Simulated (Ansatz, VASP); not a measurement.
# Cross-check of Si91Ge23 (amorphous Si0.8Ge0.2) between VASP and Ansatz

Aim: how closely do two programs agree when they are given the same cell, functional and k mesh? The cell is taken from a series of runs on this material, whose earlier steps may have relaxed, scaled, displaced or heated it; both programs get it as it stands.

Main program and level: Ansatz 0.2.0; plane waves, with VASP 6.6.1 beside it; PBE.

**1. Set-up**

The cell holds 114 atoms: 91 Si and 23 Ge. Its edges and angles: a = 13.435 Å, b = 13.435 Å, c = 13.435 Å, α = 90.0°, β = 90.0°, γ = 90.0°. As first built, before any earlier steps moved the atoms or strained the cell (in the runner's words): 114 atoms (91 Si, 23 Ge) placed at random at 2.89 g/cm^3, melted at 3500 K for 10 ps at fixed volume with the Tersoff potential (Tersoff, Phys. Rev. B 39, 5566 (1989)). Quenched from 3100 K to 500 K at 50 K/ps and fixed volume, held 5 ps, then minimised at fixed cell.

**2. VASP: single point, PBE**

A single point takes one fixed geometry, so differences don't come from the geometry; what else differs is listed under the comparison.

Lines of VASP's logs that name or quote its potential files are left out, and so is its time.

The input, INCAR:

```
SYSTEM = Si91Ge23
PREC = Accurate
ENCUT = 500
EDIFF = 1E-06
NELM = 120
ISMEAR = 0
SIGMA = 0.025
LREAL = Auto
ALGO = Normal
GGA = PE
NBANDS = 432
LORBIT = 11
LWAVE = .FALSE.
LCHARG = .FALSE.
ISIF = 2
LASPH = .TRUE.
GGA_COMPAT = .FALSE.
EFERMI = MIDGAP
NCORE = 4
```

The input, POSCAR:

```
Si91Ge23
1.0
   13.4349000000      0.0000000000      0.0000000000
    0.0000000000     13.4349000000      0.0000000000
    0.0000000000      0.0000000000     13.4349000000
Si Ge
91 23
Direct
    0.7874900000      0.7473700000      0.6544200000
    0.6212300000      0.0107200000      0.1496100000
    0.8654300000      0.8412200000      0.7912300000
    0.7913300000      0.4804900000      0.5058600000
    0.4670700000      0.6607000000      0.5912800000
    0.2683000000      0.3779000000      0.1801800000
    0.7896500000      0.3416700000      0.2427800000
    0.6560900000      0.3643500000      0.4731500000
    0.0708300000      0.7114200000      0.6391900000
    0.2872400000      0.5828000000      0.7947000000
    0.3491300000      0.2239700000      0.1330900000
    0.2796400000      0.7092200000      0.0495500000
    0.3877600000      0.5041600000      0.1679900000
    0.0498100000      0.0643900000      0.8949200000
    0.9424300000      0.1189000000      0.3137800000
    0.0585800000      0.0611100000      0.5996900000
    0.0165300000      0.3691400000      0.1119300000
    0.7549600000      0.6387800000      0.9028100000
    0.9285300000      0.2897600000      0.9808900000
    0.1183500000      0.7811800000      0.0512300000
    0.0807500000      0.4988200000      0.4839400000
    0.7508000000      0.8025900000      0.3911600000
    0.2880800000      0.2052300000      0.5622700000
    0.0634300000      0.3328600000      0.4335100000
    0.0373900000      0.6404700000      0.9892700000
    0.2954400000      0.6624100000      0.6225000000
    0.9216500000      0.8469700000      0.4171400000
    0.2305600000      0.4427600000      0.7068200000
    0.3981900000      0.8310700000      0.0025900000
    0.1418500000      0.3004300000      0.7527600000
[... 78 atom lines left out ...]
    0.7795800000      0.5089900000      0.0220300000
    0.8963200000      0.2940700000      0.5302000000
    0.4940100000      0.7368000000      0.2727900000
    0.9469600000      0.5358600000      0.1065000000
    0.9504900000      0.0834700000      0.7436200000
    0.5762500000      0.1078800000      0.6157400000
```

The input, KPOINTS:

```
Automatic mesh
0
Gamma
1 1 1
0 0 0
```

Potentials, in the order of the species: Si and Ge_d (PBE family, release 64).

Run with:

```
$ mpirun -np 16 vasp_gam
```

Numbers of over 12 decimals in the logs are rounded to 6 here.

The program printed:

```text
[banner, memory and clock lines left out]
running   16 mpi-ranks, on    1 nodes
[...]
LDA part: xc-table for (Slater+PW92), standard interpolation
 POSCAR, INCAR and KPOINTS ok, starting setup
[...]
entering main loop
       N       E                     dE             d eps       ncg     rms          rms(c)
DAV:   1     0.120733008370E+05    0.12073E+05   -0.23722E+05  1040   0.271E+03
DAV:   2     0.215846208303E+04   -0.99148E+04   -0.95418E+04   864   0.766E+02
DAV:   3    -0.209305444536E+03   -0.23678E+04   -0.22065E+04  1000   0.238E+02
DAV:   4    -0.555975550044E+03   -0.34667E+03   -0.32905E+03  1104   0.920E+01
[...]
DAV:  16    -0.567205067657E+03   -0.14812E-04   -0.21996E-05   944   0.909E-03    0.354E-03
DAV:  17    -0.567205069925E+03   -0.22677E-05   -0.24804E-06   840   0.536E-03    0.203E-03
DAV:  18    -0.567205070563E+03   -0.63816E-06   -0.98375E-07   608   0.216E-03
   1 F= -.56720507E+03 E0= -.56720507E+03  d E =-.246135E-05
```

OUTCAR, selected parts (step 2):

```text
  FREE ENERGIE OF THE ION-ELECTRON SYSTEM (eV)
  ---------------------------------------------------
  free  energy   TOTEN  =      -567.2050705631 eV

  energy  without entropy=     -567.2050681017  energy(sigma->0) =     -567.20506933
```

The run ends at a pressure of -1.32 GPa, with forces up to 0.033 eV/Å.

**3. Ansatz: single point, PBE**

Ansatz runs on its PAW soft_1 files.

The same cell, functional, mesh and smearing now go to Ansatz, which takes its cutoff from its data sets.

The input, input.yaml:

```yaml
crystal:
  lattice:
    - [13.4349, 0.0, 0.0]
    - [0.0, 13.4349, 0.0]
    - [0.0, 0.0, 13.4349]
  atoms:
    - { symbol: Si, position: [0.78749, 0.74737, 0.65442] }
    - { symbol: Si, position: [0.62123, 0.01072, 0.14961] }
    - { symbol: Si, position: [0.86543, 0.84122, 0.79123] }
    - { symbol: Si, position: [0.79133, 0.48049, 0.50586] }
    - { symbol: Si, position: [0.46707, 0.6607, 0.59128] }
    - { symbol: Si, position: [0.2683, 0.3779, 0.18018] }
    - { symbol: Si, position: [0.78965, 0.34167, 0.24278] }
    - { symbol: Si, position: [0.65609, 0.36435, 0.47315] }
    - { symbol: Si, position: [0.07083, 0.71142, 0.63919] }
    - { symbol: Si, position: [0.28724, 0.5828, 0.7947] }
    - { symbol: Si, position: [0.34913, 0.22397, 0.13309] }
    - { symbol: Si, position: [0.27964, 0.70922, 0.04955] }
    - { symbol: Si, position: [0.38776, 0.50416, 0.16799] }
    - { symbol: Si, position: [0.04981, 0.06439, 0.89492] }
    - { symbol: Si, position: [0.94243, 0.1189, 0.31378] }
    - { symbol: Si, position: [0.05858, 0.06111, 0.59969] }
    - { symbol: Si, position: [0.01653, 0.36914, 0.11193] }
    - { symbol: Si, position: [0.75496, 0.63878, 0.90281] }
    - { symbol: Si, position: [0.92853, 0.28976, 0.98089] }
    - { symbol: Si, position: [0.11835, 0.78118, 0.05123] }
    - { symbol: Si, position: [0.08075, 0.49882, 0.48394] }
    - { symbol: Si, position: [0.7508, 0.80259, 0.39116] }
    - { symbol: Si, position: [0.28808, 0.20523, 0.56227] }
    - { symbol: Si, position: [0.06343, 0.33286, 0.43351] }
    - { symbol: Si, position: [0.03739, 0.64047, 0.98927] }
    - { symbol: Si, position: [0.29544, 0.66241, 0.6225] }
    - { symbol: Si, position: [0.92165, 0.84697, 0.41714] }
    - { symbol: Si, position: [0.23056, 0.44276, 0.70682] }
    - { symbol: Si, position: [0.39819, 0.83107, 0.00259] }
    - { symbol: Si, position: [0.14185, 0.30043, 0.75276] }
[... 78 atom lines left out ...]
    - { symbol: Ge, position: [0.77958, 0.50899, 0.02203] }
    - { symbol: Ge, position: [0.89632, 0.29407, 0.5302] }
    - { symbol: Ge, position: [0.49401, 0.7368, 0.27279] }
    - { symbol: Ge, position: [0.94696, 0.53586, 0.1065] }
    - { symbol: Ge, position: [0.95049, 0.08347, 0.74362] }
    - { symbol: Ge, position: [0.57625, 0.10788, 0.61574] }
kpoints:
  mp_grid: { grid: [1, 1, 1] }
hamiltonian:
  xc: pbe
  pseudopotentials: { kind: paw, azcp: { folder: soft_1 } }
scf:
  occupations: { method: gaussian, width: 0.025 }
output:
  forces: true
  stress: true
  populations: true
  dos:
    method: { smearing: { sigma: 0.15 } }
    de: 0.1
    projected: { site_lists: { Ge: [Ge], Si: [Si] } }
  eigenvalues: true
  write_density: true
  write_potential: true
  volumetric_format: npy
  elf: true
```

Run with:

```
$ ansatz run input.yaml --threads 4 --pin off --max-ram 15872MiB --backend cpu --events-out ev --progress --plain --runs-dir out
```

The program printed:

```text
Engine: ansatz 0.2.0, aarch64-unknown-linux-gnu
Pseudopotentials: kind: paw
Pseudopotential: Si, paw, valence charge 4, recommended cutoff 420 eV (normal), soft_1/Si.paw.azcp
Pseudopotential: Ge, paw, valence charge 14, recommended cutoff 420 eV (normal), soft_1/Ge.paw.azcp
Functional definition: PBE
  parameter kappa = 0.804
  parameter beta = 0.066725
  exchange = pbe_x(kappa = kappa, mu = beta*pi^2/3)
  correlation = pbe_c(beta = beta)
Crystal: 114 atoms, lattice volume = 2424.953 Å³
Basis set: ecut = 420 eV, 47401 PW (Γ), exchange–correlation on 180×180×180 points (8 copies of the dense FFT grid, shifted against one another)
Bands: 457, of which v1, the nominal top of the filled ones, is band 343 counted from 1 (342 counted from 0)
Symmetry: 1 space group operations
Space group: P1 (ITA 1), of the structure as read, at distance tolerance 1.3e-4 Å
k-points: 1
Non-local potential: Si, projectors of the file, l = 0: 2, l = 1: 2, l = 2: 1
Non-local potential: Ge, projectors of the file, l = 0: 2, l = 1: 2, l = 2: 3, l = 3: 1
PAW form: soft (Blöchl's): semilocal exchange-correlation on the pseudo side does not see the compensation charge
PAW one-centre angular grid: Si, 110 points (default); XC on 64 Gauss nodes
PAW one-centre angular grid: Ge, 590 points (default); XC on 64 Gauss nodes
Initial density: superposition of atomic densities (chi_scale 0.1, normalization cell, long waves kept (reshape's long-wave potential 0.17 eV rms))
Initial wavefunctions: pseudopotential atomic-orbital guess
Functional: x = pbe(κ = 0.804, μ = 0.219515), c = pbe(β = 0.066725)
SCF iter   1: F=—  HF=-156624.109123 eV  |F-HF|=—  |Δ(HF+E_count)|=         —  Δρ=3.92e-2  dr2=5.67e1  ethr=3.10e-3  ⟨swp⟩=6.0  Hψ=1963  notcnv=0  defer=67
preconditioner: auto → Resta (q_TF=auto, 2.211 Å⁻¹)  ε∞=5.5  [insulator: Δε(μ)=0.146 eV  Ē_g=7.633 eV  σ=0.025 eV  W_gap=1.00  n_scr=460 (ndim 8)  ℏωp=16.1 eV  f_vac=0.002  D(μ)=0.02/eV (n_scr^D=0)  ε∞_Penn≈5.5]
SCF iter   2: F=—  HF=-156616.255999 eV  |F-HF|=—  |Δ(HF+E_count)|=    7.85e0  Δρ=2.28e-2  dr2=1.55e1  ethr=3.10e-3  ⟨swp⟩=2.0  Hψ=532  notcnv=0  defer=108
SCF iter   3: F=—  HF=-156613.313160 eV  |F-HF|=—  |Δ(HF+E_count)|=    2.94e0  Δρ=3.46e-3  dr2=4.68e-1  ethr=2.25e-3  ⟨swp⟩=2.0  Hψ=471  notcnv=0  defer=108
SCF iter   4: F=—  HF=-156613.258596 eV  |F-HF|=—  |Δ(HF+E_count)|=   5.46e-2  Δρ=1.78e-3  dr2=1.38e-1  ethr=6.82e-5  ⟨swp⟩=3.0  Hψ=703  notcnv=0  defer=108
SCF iter   5: F=—  HF=-156613.244832 eV  |F-HF|=—  |Δ(HF+E_count)|=   1.38e-2  Δρ=7.61e-4  dr2=3.10e-2  ethr=2.01e-5  ⟨swp⟩=2.0  Hψ=698  notcnv=0  defer=108
SCF iter   6: F=—  HF=-156613.268185 eV  |F-HF|=—  |Δ(HF+E_count)|=   2.34e-2  Δρ=2.23e-4  dr2=3.16e-3  ethr=4.52e-6  ⟨swp⟩=2.0  Hψ=565  notcnv=0  defer=108
SCF iter   7: F=—  HF=-156613.272525 eV  |F-HF|=—  |Δ(HF+E_count)|=   4.34e-3  Δρ=6.54e-5  dr2=2.95e-4  ethr=4.60e-7  ⟨swp⟩=2.0  Hψ=577  notcnv=0  defer=108
SCF iter   8: F=—  HF=-156613.273102 eV  |F-HF|=—  |Δ(HF+E_count)|=   5.77e-4  Δρ=2.56e-5  dr2=4.22e-5  ethr=4.31e-8  ⟨swp⟩=2.0  Hψ=688  notcnv=0  defer=108
SCF iter   9: F=—  HF=-156613.273163 eV  |F-HF|=—  |Δ(HF+E_count)|=   6.16e-5  Δρ=1.38e-5  dr2=7.31e-6  ethr=6.16e-9  ⟨swp⟩=2.0  Hψ=797  notcnv=0  defer=108
SCF iter  10: F=—  HF=-156613.273166 eV  |F-HF|=—  |Δ(HF+E_count)|=   2.95e-6  Δρ=5.23e-6  dr2=1.20e-6  ethr=1.07e-9  ⟨swp⟩=2.0  Hψ=692  notcnv=0  defer=108
SCF iter  11: F=—  HF=-156613.273168 eV  |F-HF|=—  |Δ(HF+E_count)|=   1.41e-6  Δρ=1.71e-6  dr2=1.87e-7  ethr=1.74e-10  ⟨swp⟩=2.0  Hψ=688  notcnv=0  defer=108
SCF iter  12: F=-156613.273168 eV  HF=-156613.273168 eV  |F-HF|=2.75e-8  |Δ(HF+E_count)|=   2.78e-7  Δρ=6.78e-7  dr2=2.87e-8  ethr=1.46e-11  ⟨swp⟩=20.0  Hψ=4120  notcnv=0
SCF 1 converged in 12 iterations: F = -156613.273168 eV  dr2 = 2.87e-8
  greatest PAW one-centre occupation: 0.998 electrons in one spin orbital (limit 2), on the Ge atom at site 98 (counted from 0), in its partial waves of l = 2
SCF converged after 12 iterations
Free energy (F): -156613.273168 eV
Harris-Foulkes:  -156613.273168 eV  (|F-HF|=2.75e-8)
Internal energy: -156613.273166 eV  (E = F + TS)
E sigma→0 (E₀):  -156613.273167 eV
Entropy (-TS):   -0.000003 eV (-0.000 meV/atom)
Fermi energy:    6.487614 eV
--- Per-component energies (eV) ---
  E_band       = -3538.002968
  E_kinetic    = 5742.071737
  E_local      = -72349.918574  (includes V_loc(G=0)·N_el)
  E_nonlocal   = 7037.164796
  E_hartree    = 34310.478504
  E_xc         = -6747.351250
  E_vxc        = -5790.573121  (∫ρ·V_xc dr)
  E_paw        = -92820.718710  (= ΣΔE_a)
  E_vpaw       = -6797.714540  (= ΣTr[D̂ρ^β])
  E_aug_tail   = 0.003902  (compensation charges beyond the density's cutoff)
  E_ewald      = -31785.003571
  E_smearing   = -0.000003  (= −TS)
  E_closure    = -0.000000  (closes the sum)
  Σ components = -156613.273168   (vs F -156613.273168, Δ=0.00e0)
--- Forces (eV/Å), atoms counted from 1 ---
[...]
atom  87  Si    -0.00537090     0.00372572    -0.00440982
  atom  88  Si     0.01031526     0.01465678    -0.00344333
  atom  89  Si     0.00648971     0.00077566     0.00656128
  atom  90  Si     0.00181033     0.00054980    -0.00301317
  atom  91  Si     0.00570836    -0.01261409     0.00145964
  atom  92  Ge     0.01211216    -0.00144682     0.01085921
  atom  93  Ge    -0.01382841     0.01269175    -0.00631396
  atom  94  Ge    -0.00319418    -0.00325765     0.00819343
  atom  95  Ge     0.01021903     0.00432218    -0.00221225
  atom  96  Ge     0.00335336     0.00880856     0.00025614
  atom  97  Ge     0.00177421    -0.00809212    -0.00513576
  atom  98  Ge    -0.00320357    -0.00089229     0.00612401
  atom  99  Ge    -0.00021035     0.00280104     0.00002814
  atom 100  Ge    -0.01094401    -0.00055297     0.00337265
  atom 101  Ge    -0.00677592     0.00643929    -0.01295961
  atom 102  Ge     0.00141817    -0.00527476    -0.00578123
  atom 103  Ge    -0.00247477     0.01003249    -0.00730952
  atom 104  Ge     0.00094502     0.00397942     0.00230834
  atom 105  Ge    -0.00642564     0.00399335     0.01503978
  atom 106  Ge     0.00483689     0.00692591    -0.01175113
  atom 107  Ge    -0.00806540    -0.00411354    -0.00874397
  atom 108  Ge    -0.00313623    -0.00324774    -0.00142528
  atom 109  Ge    -0.01002137     0.00510861     0.00570611
  atom 110  Ge     0.00555944     0.01398136     0.00079060
  atom 111  Ge    -0.00703203    -0.02190582    -0.00620687
  atom 112  Ge     0.01248485     0.00217898    -0.00419134
  atom 113  Ge     0.00468139     0.00008806     0.01307060
  atom 114  Ge     0.00052765     0.00004634    -0.00239470
  max |Σ_I F_I| component: 1.88e-5 eV/Å
--- Stress (GPa, compression-positive) ---
       -0.496252      -1.512225      -0.639374
       -1.512225      -1.598166       1.025556
       -0.639374       1.025556      -1.639929
  P = ⅓ Tr σ = -1.2448 GPa (-12.448 kbar)
--- Band table (eV) ---
  k-point 0: bands = [... 339 lower, 6.1320, 6.2148, 6.3418, 6.4113, 6.5640, 6.6305, 6.7484, 6.7855, ... 110 higher]
--- Löwdin populations: 114 sites ---
  site symbol       q [e]
     0     Si      3.9163
     1     Si      3.9267
     2     Si      3.9159
     3     Si      3.9556
     4     Si      3.9316
     5     Si      3.8713
     6     Si      3.9806
     7     Si      3.8999
     8     Si      3.9463
     9     Si      3.9590
    10     Si      3.9283
    11     Si      3.9557
    12     Si      3.9273
    13     Si      3.9039
    14     Si      3.9509
    15     Si      3.9210
    16     Si      3.9371
    17     Si      3.8884
    18     Si      3.9352
    19     Si      3.9467
    20     Si      3.9587
    21     Si      3.8941
    22     Si      3.9447
    23     Si      3.9275
[...]
106     Ge     14.0079
   107     Ge     14.0316
   108     Ge     14.0237
   109     Ge     13.9692
   110     Ge     13.9811
   111     Ge     14.0153
   112     Ge     14.0618
   113     Ge     14.0546
  spilling = 0.007352 (of n_electrons = 686.000000)
```

In the SCF lines HF is the Harris–Foulkes energy and dr2 the Hartree energy of the density residual, in eV; the loop may stop once dr2 is under the threshold and the program's other checks hold. Hψ counts applications of the Hamiltonian.

**4. Side by side**

Known differences besides the potentials themselves: the cutoff is 420 eV in Ansatz and 500 eV in VASP (PREC = Accurate, projectors in real space). Total energies have different zeros and are not compared.

Compared:

| quantity | Ansatz | VASP | difference |
| --- | --- | --- | --- |
| pressure (GPa) | -1.24 | -1.32 | +0.07 |
| gap on the k mesh (eV) | 0.153 | 0.153 | 0.000 |

The largest component of a force difference here is 13 meV/Å. A gap on the mesh is an upper bound, since the band edges may lie between its points.

**5. Outcome**

```yaml
difference_in_gap_on_the_k_mesh_single_point_pbe: -1.8e-4 eV
```

**Reading.** The difference in gap on the k mesh is -1.8e-4 eV (single point, PBE), within the 0.08 eV picked in this series as the mark of a large difference. How closely two codes agree says nothing of how well the functional describes the real material.

[Lines on the potential files, build, host, timing and source positions are cut from VASP's logs without a mark.]

[Logs are printed without paths, hosts, clocks, repeated set-up lines and the standing remarks that a program may print on its own settings, such as how far it seeks lower states.]

[Hosts, paths, dates, database ids (printed as entryN), source tags and the programs' standing remarks are cut or masked in the printed files.]
